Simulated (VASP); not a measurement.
A run of VASP 6.6.1 is set up as follows.

Contents of INCAR:

```
SYSTEM = CsLiCr2Te2S3
  PREC = Accurate
  ENCUT = 600
  EDIFF = 1E-6
  ISMEAR = -1
  SIGMA = 0.05
  LREAL = .False.
  LASPH = .True.
  NELM = 150
  ALGO = Normal
  ISIF = 3
  LWAVE = .False.
  LCHARG = .False.
  ISPIN = 2
  MAGMOM = 0 0 3 3 0 0 0 0 0
  LORBIT = 11
  LMAXMIX = 4
  GGA = PE
  IVDW = 12
  IBRION = 2
  NSW = 60
  EDIFFG = -0.02
  KPAR = 4
```

KPOINTS

```
regular mesh
0
Gamma
  5 5 5
  0 0 0
```

File POSCAR:

```
CsLiCr2Te2S3
1.0
    3.3192900000      1.9163900000      6.8798200000
   -3.3192900000      1.9163900000      6.8798200000
    0.0000000000     -3.8327900000      6.8798200000
Cs Li Cr Te S
1 1 2 2 3
Direct
    0.0000000000      0.0000000000      0.0000000000
    0.5000000000      0.5000000000      0.5000000000
    0.7984800000      0.7984800000      0.7984800000
    0.2015200000      0.2015200000      0.2015200000
    0.6799000000      0.6799000000      0.6799000000
    0.3201000000      0.3201000000      0.3201000000
    0.1362600000      0.8637400000      0.5000000000
    0.5000000000      0.1362600000      0.8637400000
    0.8637400000      0.5000000000      0.1362600000
```

Potentials or basis: VASP PAW PBE potentials, release 64 (Cs_sv, Li_sv, Cr_pv, Te, S).

Command:

```bash
$ cat potpaw_PBE.64/Cs_sv/POTCAR potpaw_PBE.64/Li_sv/POTCAR potpaw_PBE.64/Cr_pv/POTCAR potpaw_PBE.64/Te/POTCAR potpaw_PBE.64/S/POTCAR > POTCAR
$ mpirun -np 4 vasp_std > vasp.out
```

Problem. Predict the net moment.

Solution. 4.00 μB per cell.

Problem. What does it give for the site moments?

Solution. Cs -0.01; Li +0.00; Cr +2.28; Te -0.22; S -0.08 μB.

Problem. Predict the relaxed cell.

Solution. a = 7.380 Å, b = 7.380 Å, c = 7.380 Å, α = 52.73°, β = 52.73°, γ = 52.73°.

Final structure:
```cif
data_structure
_symmetry_space_group_name_H-M 'P 1'
_symmetry_Int_Tables_number 1
_cell_length_a 7.3799
_cell_length_b 7.3799
_cell_length_c 7.3799
_cell_angle_alpha 52.726
_cell_angle_beta 52.726
_cell_angle_gamma 52.726
_cell_volume 235.71
loop_
_atom_site_label
_atom_site_type_symbol
_atom_site_fract_x
_atom_site_fract_y
_atom_site_fract_z
_atom_site_occupancy
Cs1 Cs 0.00000 0.00000 0.00000 1
Li1 Li 0.50000 0.50000 0.50000 1
Cr1 Cr 0.79523 0.79523 0.79523 1
Cr2 Cr 0.20477 0.20477 0.20477 1
Te1 Te 0.66748 0.66748 0.66748 1
Te2 Te 0.33252 0.33252 0.33252 1
S1 S 0.13774 0.86226 0.50000 1
S2 S 0.50000 0.13774 0.86226 1
S3 S 0.86226 0.50000 0.13774 1
```

 Spin-orbit coupling is left out, which matters for the levels of Cs, Te.
